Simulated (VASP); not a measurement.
Ir:

```
Ir
1.0
     0.00000    1.91950    1.91950
     1.91950    0.00000    1.91950
     1.91950    1.91950    0.00000
Ir
1
Direct
  0.00000 0.00000 0.00000
```

Base run:

```yaml
Program: VASP 6.6.1
Functional: PBE
Potentials_or_basis: VASP PAW PBE potentials, release 64 (Ir)
Cutoff: 520 eV
k_mesh: 20 × 20 × 20
Occupations: fermi-dirac, width 0.1 eV
Spin: no spin polarisation
```

Its results: pressure 9.9 GPa.

Q: The run is repeated on the same cell with these changes: spin from no spin polarisation to non-collinear spin, zero start, spin-orbit coupling. What comes out?

A: Pressure 10.9 GPa; net moment 0.00 μB per cell.

Not every run made on this cell is shown here.
